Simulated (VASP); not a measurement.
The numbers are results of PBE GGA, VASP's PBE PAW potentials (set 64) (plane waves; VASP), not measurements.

VASP input:

**POSCAR**
```
Al35ZrN35
1
    4.6932676572    -8.1289780179     0.0000000000
    4.6932676572     8.1289780179     0.0000000000
    0.0000000000     0.0000000000    10.0192026156
Al N Zr
35 35 1
Direct
  0.2228380252   0.1126396727   0.2495550247
  0.1102582281   0.2210611245   0.9978890086
  0.2221860638   0.1101673898   0.7514968799
  0.1067889533   0.2222109010   0.5053924285
  0.2198487166   0.4437546016   0.2382799361
  0.1103145468   0.5562957549   0.9977626232
  0.2209507814   0.4438620740   0.7507026778
  0.1069620594   0.5515246022   0.5046980803
  0.2229661124   0.7776341848   0.2495280179
  0.1112208781   0.8891363449   0.0012573293
  0.2221837236   0.7788075472   0.7512571980
  0.1103721476   0.8887598340   0.5010812756
  0.5555585866   0.1113045394   0.2495203234
  0.4440589079   0.2210152249   0.9992129857
  0.5561575674   0.1114038985   0.7511754158
  0.4447971431   0.2179609560   0.5023967294
  0.5601360828   0.4416815930   0.2436779351
  0.4456254852   0.5562355949   0.9989051511
  0.5561754067   0.4443876096   0.7520426869
  0.5599918892   0.7853655678   0.2439971831
  0.4440763143   0.8898570595   0.9991366115
  0.5560620853   0.7783579002   0.7519976425
  0.4447700060   0.8937078996   0.5024377359
  0.8895426278   0.1123770687   0.2494736297
  0.7774030962   0.2221531536   0.0006532867
  0.8866999410   0.1101764174   0.7519145493
  0.7773317592   0.2221086795   0.5005207932
  0.8896031746   0.4443128542   0.2492719078
  0.7793340151   0.5565726302   0.9995818978
  0.8869465182   0.4433763611   0.7516043518
  0.7824068514   0.5564165307   0.5011384161
  0.8900797096   0.7786155907   0.2499608041
  0.7792437757   0.8895981096   0.9997822017
  0.8889250806   0.7778443363   0.7504047786
  0.7822455223   0.8927480786   0.5012655300
  0.2235325754   0.1160400807   0.4422771568
  0.1105361030   0.2216415791   0.1897068527
  0.2220906407   0.1106523129   0.9419307566
  0.1092989217   0.2201245005   0.6955336246
  0.1105278723   0.5563762652   0.1894772374
  0.2224046617   0.4446943353   0.9437507250
  0.1095425595   0.5559792908   0.6949137087
  0.2234821631   0.7747859359   0.4421669111
  0.1122422600   0.8897609956   0.1933393390
  0.2220630088   0.7784503995   0.9417325283
  0.1111588286   0.8890178735   0.6910546949
  0.5561206893   0.1115203262   0.4410476784
  0.4440237095   0.2210229636   0.1900817976
  0.5559299332   0.1114022579   0.9413780305
  0.4444555059   0.2222714387   0.6924200592
  0.5628615050   0.4366554154   0.4369130828
  0.4486030191   0.5578060394   0.1963260449
  0.5561843311   0.4442616842   0.9433408118
  0.4439283829   0.5552550515   0.6955269222
  0.5626492977   0.7928552391   0.4371829129
  0.4440423966   0.8900604726   0.1900424715
  0.5561721967   0.7786674011   0.9433051714
  0.4444709612   0.8888778983   0.6924154741
  0.8903250187   0.1137886813   0.4411074210
  0.7776872368   0.2223903648   0.1920159932
  0.8880865211   0.1110625424   0.9420124517
  0.7774921856   0.2221261450   0.6913402106
  0.8903800626   0.4434120883   0.4408367450
  0.7808068183   0.5570457484   0.1906446683
  0.8881779615   0.4439254081   0.9417229796
  0.7773296013   0.5552986788   0.6913479974
  0.8889230401   0.7779385840   0.4418082738
  0.7806876045   0.8908146123   0.1908662742
  0.8895584589   0.7782355901   0.9413831579
  0.7772064865   0.8886927195   0.6914617685
  0.4267756988   0.5466303942   0.4788760393
```

File KPOINTS:
```
Automatic mesh
0
Gamma
1 1 1
0 0 0
```

INCAR:
```
SYSTEM = Al35ZrN35
PREC = Normal
ENCUT = 400
EDIFF = 1E-6
NELM = 100
ALGO = Fast
LREAL = Auto
LASPH = .TRUE.
ISMEAR = 0
SIGMA = 0.05
GGA = PE
LMAXMIX = 4
LWAVE = .TRUE.
LCHARG = .FALSE.
NELMIN = 4
ISYM = 0
NELECT = 291.0
ISPIN = 2
NUPDOWN = 1
MAGMOM = 71*0.0141
LORBIT = 11
LHYPERFINE = .TRUE.
```

POTCAR, in this order: Al N Zr_sv (PBE.64 set). Program: vasp_gam. Read from the step before: WAVECAR.

Output of the run:

### OUTCAR
```
 ion  position               nearest neighbor table
   1  0.223  0.113  0.250-  48 1.89  37 1.90  44 1.90  36 1.93  10 3.08  14 3.09   2 3.10  12 3.11
                            16 3.11   5 3.12  24 3.13  17 3.13  13 3.13  32 3.13   9 3.15   4 3.15
   2  0.110  0.221  0.998-  61 1.89  38 1.89  41 1.90  37 1.92   5 3.01   3 3.06  26 3.06   7 3.07
                            24 3.09   1 3.10  33 3.11  10 3.12  25 3.13  14 3.13   6 3.15  18 3.15
   3  0.222  0.110  0.751-  39 1.90  46 1.90  50 1.90  38 1.91   2 3.06  14 3.07  10 3.08   4 3.08
                            16 3.08  12 3.09  11 3.11  34 3.12  15 3.13  19 3.14   7 3.14  26 3.15
   4  0.107  0.222  0.505-  59 1.87  39 1.91  36 1.92  71 3.04   7 3.05  26 3.05  35 3.07   3 3.08
                             8 3.09  27 3.09  24 3.11  12 3.15   1 3.15  16 3.19   5 3.23
   5  0.220  0.444  0.238-  40 1.87  37 1.87  52 1.91  71 2.94   6 3.01   2 3.01  18 3.02  28 3.10
                            24 3.11   9 3.12   1 3.12  20 3.20  17 3.20   8 3.22   4 3.23
   6  0.110  0.556  0.998-  65 1.89  45 1.89  41 1.90  40 1.92   5 3.01  11 3.06  30 3.06   7 3.07
                            28 3.09   9 3.10  29 3.11  10 3.12  25 3.13  21 3.13   2 3.15  18 3.15
   7  0.221  0.444  0.751-  54 1.90  39 1.90  42 1.90  41 1.93   4 3.05   8 3.05   2 3.07   6 3.07
                            18 3.09  30 3.13  26 3.13   3 3.14  11 3.14  22 3.14  19 3.14  71 3.20
   8  0.107  0.552  0.505-  63 1.87  42 1.91  43 1.92  71 3.04  30 3.05   7 3.05  31 3.07  11 3.08
                             4 3.09  27 3.09  28 3.11   9 3.15  12 3.15  23 3.19   5 3.22
   9  0.223  0.778  0.250-  56 1.89  40 1.90  44 1.90  43 1.93  10 3.08  21 3.09   6 3.10  12 3.11
                            23 3.11   5 3.12  13 3.13  20 3.13  28 3.13  32 3.13   1 3.15   8 3.15
  10  0.111  0.889  0.001-  38 1.90  45 1.90  69 1.90  44 1.92  32 3.07   9 3.08   1 3.08   3 3.08
                            11 3.08  34 3.10  33 3.12  29 3.12  14 3.12   6 3.12   2 3.12  21 3.12
  11  0.222  0.779  0.751-  46 1.90  42 1.90  58 1.90  45 1.91   6 3.06  21 3.07  23 3.08  10 3.08
                             8 3.08  12 3.09   3 3.11  34 3.12  15 3.13  22 3.14   7 3.14  30 3.15
  12  0.110  0.889  0.501-  67 1.90  46 1.90  43 1.94  36 1.94  34 3.08  11 3.09   3 3.09  32 3.09
                            35 3.10  31 3.10   9 3.11   1 3.11  16 3.11  23 3.12   4 3.15   8 3.15
  13  0.556  0.111  0.250-  48 1.89  56 1.89  60 1.90  47 1.92  25 3.08  17 3.08  20 3.08  14 3.09
                            21 3.09  16 3.09  23 3.09  27 3.09   9 3.13   1 3.13  24 3.13  28 3.13
  14  0.444  0.221  0.999-  49 1.89  38 1.89  53 1.90  48 1.91  17 3.04   3 3.07  15 3.07  19 3.07
                            13 3.09   1 3.09  21 3.11  10 3.12  25 3.12   2 3.13  18 3.14  29 3.15
  15  0.556  0.111  0.751-  62 1.90  58 1.90  50 1.90  49 1.91  23 3.06  16 3.06  21 3.07  14 3.07
                            25 3.08  27 3.09  26 3.11  30 3.11  19 3.13  22 3.13  11 3.13   3 3.13
  16  0.445  0.218  0.502-  47 1.87  51 1.90  36 1.90  50 1.90  23 3.04  15 3.06   3 3.08  13 3.09
                            27 3.10  19 3.11   1 3.11  12 3.11  17 3.17  31 3.17  71 3.18   4 3.19
  17  0.560  0.442  0.244-  64 1.87  48 1.87  52 1.91  51 1.94  29 3.03  14 3.04  71 3.05  18 3.08
                            13 3.08  28 3.08   1 3.13  32 3.13  31 3.15  16 3.17   5 3.20  20 3.23
  18  0.446  0.556  0.999-  57 1.89  53 1.89  41 1.90  52 1.98   5 3.02  22 3.06  19 3.06  17 3.08
                            20 3.08   7 3.09  33 3.13  29 3.13  21 3.14  14 3.14   2 3.15   6 3.15
  19  0.556  0.444  0.752-  66 1.90  54 1.90  50 1.90  53 1.92  18 3.06  14 3.07  29 3.07  16 3.11
                            30 3.11  31 3.11  15 3.13  34 3.13  22 3.14   3 3.14   7 3.14  71 3.32
  20  0.560  0.785  0.244-  68 1.87  56 1.87  52 1.91  55 1.94  33 3.03  21 3.04  71 3.05  13 3.08
                            24 3.08  18 3.08   9 3.13  32 3.13  35 3.15  23 3.16   5 3.20  17 3.23
  21  0.444  0.890  0.999-  49 1.89  45 1.89  57 1.90  56 1.91  20 3.04  15 3.07  11 3.07  22 3.07
                             9 3.09  13 3.09  14 3.11  10 3.12  25 3.12   6 3.13  18 3.14  33 3.15
  22  0.556  0.778  0.752-  70 1.90  54 1.90  58 1.90  57 1.92  18 3.06  21 3.07  33 3.07  23 3.11
                            26 3.11  35 3.11  15 3.13  34 3.13  19 3.14  11 3.14   7 3.14  71 3.32
  23  0.445  0.894  0.502-  47 1.87  55 1.90  43 1.90  58 1.90  16 3.04  15 3.06  11 3.08  13 3.09
                            27 3.10  22 3.11   9 3.11  12 3.12  20 3.16  35 3.17  71 3.19   8 3.19
  24  0.890  0.112  0.249-  60 1.89  37 1.89  68 1.89  59 1.92  25 3.08  20 3.08  33 3.09  35 3.09
                             2 3.09  27 3.10   5 3.11   4 3.11  28 3.12   1 3.13  13 3.13  32 3.14
  25  0.777  0.222  0.001-  49 1.90  61 1.90  65 1.90  60 1.92  26 3.07  30 3.08  28 3.08  24 3.08
                            13 3.08  15 3.08  14 3.12  21 3.12   2 3.13  29 3.13  33 3.13   6 3.13
  26  0.887  0.110  0.752-  39 1.90  62 1.90  70 1.90  61 1.90   4 3.05   2 3.06  33 3.06  35 3.07
                            25 3.07  27 3.10  15 3.11  22 3.11  30 3.13  34 3.13   7 3.13   3 3.15
  27  0.777  0.222  0.501-  47 1.89  59 1.90  63 1.90  62 1.91  15 3.09   4 3.09  30 3.09   8 3.09
                            13 3.09  26 3.10  24 3.10  28 3.10  16 3.10  23 3.10  31 3.11  35 3.11
  28  0.890  0.444  0.249-  60 1.89  40 1.89  64 1.89  63 1.92  25 3.08  17 3.08  29 3.09  31 3.09
                             6 3.09  27 3.10   5 3.10   8 3.11  24 3.12   9 3.13  13 3.13  32 3.14
  29  0.779  0.557  1.000-  65 1.89  69 1.89  53 1.90  64 1.91  17 3.03  30 3.07  19 3.07  34 3.08
                            28 3.09  32 3.09   6 3.11  10 3.12  33 3.13  25 3.13  18 3.13  14 3.15
  30  0.887  0.443  0.752-  42 1.90  62 1.90  66 1.90  65 1.90   8 3.05   6 3.06  29 3.07  31 3.07
                            25 3.08  27 3.09  19 3.11  15 3.11  26 3.13  34 3.13   7 3.13  11 3.15
  31  0.782  0.556  0.501-  63 1.90  67 1.90  51 1.90  66 1.91   8 3.07  30 3.07  34 3.08  28 3.09
                            32 3.10  12 3.10  27 3.11  19 3.11  17 3.15  35 3.16  16 3.17  71 3.30
  32  0.890  0.779  0.250-  44 1.89  68 1.90  64 1.90  67 1.92  10 3.07  33 3.09  12 3.09  29 3.09
                            35 3.10  31 3.10   9 3.13   1 3.13  17 3.13  20 3.13  24 3.14  28 3.14
  33  0.779  0.890  1.000-  61 1.89  69 1.89  57 1.90  68 1.91  20 3.03  26 3.06  22 3.07  34 3.08
                            32 3.09  24 3.09   2 3.11  10 3.12  29 3.13  25 3.13  18 3.13  21 3.15
  34  0.889  0.778  0.750-  46 1.90  70 1.90  66 1.90  69 1.91  29 3.08  35 3.08  31 3.08  12 3.08
                            33 3.08  10 3.10  11 3.12   3 3.12  19 3.13  22 3.13  26 3.13  30 3.13
  35  0.782  0.893  0.501-  59 1.90  67 1.90  55 1.90  70 1.91   4 3.07  26 3.07  34 3.08  24 3.09
                            32 3.10  12 3.10  22 3.11  27 3.11  20 3.15  31 3.16  23 3.17  71 3.30
  36  0.224  0.116  0.442-  16 1.90   4 1.92   1 1.93  12 1.94
  37  0.111  0.222  0.190-   5 1.87  24 1.89   1 1.90   2 1.92
  38  0.222  0.111  0.942-   2 1.89  14 1.89  10 1.90   3 1.91
  39  0.109  0.220  0.696-  26 1.90   3 1.90   7 1.90   4 1.91
...
```

**OSZICAR**
```
       N       E                     dE             d eps       ncg     rms          rms(c)
DAV:   1    -0.532561671438E+03   -0.53256E+03   -0.11162E-05   872   0.828E-03    0.285E-03
RMM:   2    -0.532561671224E+03    0.21336E-06   -0.14536E-06   528   0.288E-03    0.186E-03
RMM:   3    -0.532561671215E+03    0.90877E-08   -0.11334E-06   523   0.186E-03    0.848E-04
RMM:   4    -0.532561671221E+03   -0.58280E-08   -0.17461E-07   404   0.841E-04
   1 F= -.53256167E+03 E0= -.53256167E+03  d E =-.330972E-19  mag=     1.0000
```

**OUTCAR**
```
------------------------ aborting loop because EDIFF is reached ----------------------------------------
  FORCE on cell =-STRESS in cart. coord.  units (eV):
  Direction    XX          YY          ZZ          XY          YZ          ZX
  --------------------------------------------------------------------------------------
  Total      -11.9550140    -14.0090899    -25.5777474     -2.0429199      0.8231104     -1.5578849
  in kB      -25.0545291    -29.3593258    -53.6041544     -4.2814167      1.7250205     -3.2649123
  external PRESSURE =     -36.0060031 kB  Pullay stress =       0.0000000 kB
  volume of cell :      764.49
      direct lattice vectors                 reciprocal lattice vectors
     4.693267657 -8.128978018  0.000000000     0.106535582 -0.061508347  0.000000000
     4.693267657  8.128978018  0.000000000     0.106535582  0.061508347  0.000000000
     0.000000000  0.000000000 10.019202616     0.000000000  0.000000000  0.099808342
 POSITION                                       TOTAL-FORCE (eV/Angst)
 -----------------------------------------------------------------------------------
      1.57449     -0.89580      2.50034         0.007663     -0.002026      0.001070
      1.55497      0.90071      9.99805         0.006916     -0.002723      0.006576
      1.55982     -0.91060      7.52940        -0.008867     -0.001555     -0.001126
      1.54408      0.93826      5.06363        -0.000784      0.005285     -0.010561
      3.11447      1.82013      2.38737         0.001908     -0.010998      0.000534
      3.12858      3.62537      9.99679        -0.001601     -0.001148      0.000976
      3.12014      1.81204      7.52144         0.000445     -0.001550      0.001204
      3.09045      3.61384      5.05667        -0.000705      0.002066      0.004284
      4.69609      4.50888      2.50007        -0.002461     -0.003420     -0.002436
      4.69494      6.32366      0.01260         0.002300     -0.007109      0.000324
      4.69792      4.52478      7.52700        -0.008090      0.008466      0.003822
      4.68919      6.32750      5.02043         0.006599     -0.005099     -0.001623
      3.12977     -3.61133      2.49999         0.007693     -0.003493     -0.008595
      3.12137     -1.81312     10.01132         0.004625      0.008556      0.005924
      3.13304     -3.61539      7.52618         0.002680      0.009274     -0.000145
      3.11050     -1.84395      5.03361         0.002924      0.002837      0.006216
      4.70180     -0.96291      2.44146         0.001721      0.002170      0.010909
      4.70200      0.89915     10.00823        -0.001265     -0.001423      0.000172
      4.69591     -0.90872      7.53487        -0.005455      0.001433     -0.005858
      6.31412      1.83206      2.44466         0.005092     -0.002168     -0.004906
      6.26051      3.62374     10.01055        -0.005267     -0.001843      0.005062
      6.26279      1.80704      7.53442         0.002070      0.002827      0.000675
      6.28184      3.64941      5.03403        -0.003271      0.002765     -0.002815
      4.70228     -6.31756      2.49953         0.009037      0.000747      0.003154
      4.69119     -4.51361      0.00655         0.002798      0.005256     -0.001604
      4.67861     -6.31234      7.53358        -0.001295      0.009289     -0.007752
      4.69064     -4.51340      5.01482         0.002879      0.000231     -0.003267
      6.26042     -3.61976      2.49751        -0.002437     -0.002895      0.000335
      6.26977     -1.81082     10.01501        -0.003930     -0.004974      0.007546
      6.24356     -3.60577      7.53048        -0.014018     -0.001246      0.003445
      6.28346     -1.83707      5.02101        -0.006833     -0.007068     -0.001972
      7.83163     -0.90609      2.50441         0.004266     -0.011599     -0.010156
      7.83232      0.89707     10.01702        -0.002205      0.002267      0.000093
      7.82259     -0.90297      7.51846         0.004836     -0.000033      0.003933
      7.86119      0.89827      5.02228         0.007613      0.006785     -0.002409
      1.59371     -0.87380      4.43126        -0.007395     -0.008777     -0.006469
      1.55900      0.90317      1.90071        -0.005713     -0.004216     -0.002778
      1.56165     -0.90588      9.43740        -0.005000      0.001423      0.003893
      1.54607      0.90090      6.96869        -0.003940      0.004334     -0.010297
      3.12996      3.62429      1.89841        -0.000421     -0.002854      0.005243
      3.13087      1.80699      9.45563        -0.003924      0.005605     -0.006206
      3.12347      3.62907      6.96248        -0.005307      0.005651      0.008086
      4.68514      4.48154      4.43016         0.003155     -0.001556      0.001708
      4.70267      6.32043      1.93711         0.003001      0.003290     -0.006414
      4.69568      4.52286      9.43541         0.001633     -0.002671      0.006614
      4.69410      6.32320      6.92382        -0.004751      0.003778     -0.008471
      3.13342     -3.61415      4.41895        -0.008128     -0.000303     -0.001197
      3.12124     -1.81277      1.90447        -0.001146     -0.006581     -0.003215
      3.13197     -3.61356      9.43186         0.002099     -0.007225      0.001110
      3.12913     -1.80613      6.93750        -0.005785      0.001142      0.004566
      4.69100     -1.02593      4.37752         0.001961      0.000221      0.000919
      4.72335      0.88771      1.96703        -0.002032     -0.000889      0.003244
      4.69536     -0.90982      9.45152         0.007395      0.002249     -0.005709
      4.68944      0.90497      6.96863         0.000130      0.001645      0.003635
      6.36175      1.87134      4.38022         0.009211     -0.001193     -0.004927
      6.26130      3.62567      1.90407         0.009512     -0.009984      0.001052
      6.26476      1.80866      9.45117         0.006766      0.002143     -0.003380
      6.25776      3.61257      6.93745        -0.000622      0.008582      0.003182
      4.71257     -6.31245      4.41954        -0.007835     -0.002437     -0.003881
      4.69363     -4.51400      1.92385        -0.001011     -0.000454     -0.007891
      4.68927     -6.31641      9.43821        -0.004471      0.004695      0.002452
      4.69148     -4.51456      6.92668        -0.006322      0.002634     -0.006433
      6.25984     -3.63339      4.41683        -0.001906      0.007113      0.006582
      6.27890     -1.81895      1.91011         0.005287      0.000665      0.002782
      6.25192     -3.61132      9.43531        -0.005333     -0.002124      0.011385
      6.25438     -1.80488      6.92676         0.000446      0.004975      0.008825
      7.82303     -0.90219      4.42657         0.002820     -0.000896     -0.006579
      7.84481      0.89522      1.91233         0.001530     -0.004896     -0.002869
      7.82740     -0.90494      9.43191         0.002930      0.004467      0.000768
      7.81851      0.90627      6.92790         0.002936     -0.002458      0.006474
      4.56846      0.97430      4.79796         0.004652     -0.002985      0.003169
 -----------------------------------------------------------------------------------
    total drift:                                0.017148      0.002057      0.028838
  FREE ENERGIE OF THE ION-ELECTRON SYSTEM (eV)
  ---------------------------------------------------
  free  energy   TOTEN  =      -532.5616712211 eV

  energy  without entropy=     -532.5616712211  energy(sigma->0) =     -532.56167122

 total charge

# of ion       s       p       d       tot
------------------------------------------
    1        0.358   0.428   0.000   0.786
    2        0.360   0.433   0.000   0.793
    3        0.360   0.433   0.000   0.793
    4        0.376   0.407   0.000   0.783
    5        0.374   0.424   0.000   0.798
    6        0.360   0.433   0.000   0.793
    7        0.355   0.427   0.000   0.782
    8        0.376   0.407   0.000   0.783
    9        0.358   0.428   0.000   0.786
   10        0.359   0.430   0.000   0.789
   11        0.360   0.432   0.000   0.793
   12        0.362   0.417   0.000   0.780
   13        0.359   0.432   0.000   0.791
...
```
(Selected blocks of OUTCAR.)

At this cut-off the stress carries a Pulay error, which pulls relaxed volumes low. The cell is charged, with a uniform compensating background.  The supercell is sampled at Γ alone, which is coarse: total energies, pressure and levels can be off, energies of defects by several tenths of an eV.

The cell is a supercell with a defect, built from AlN (wurtzite): Zr_Al-vac_N, charge +1.
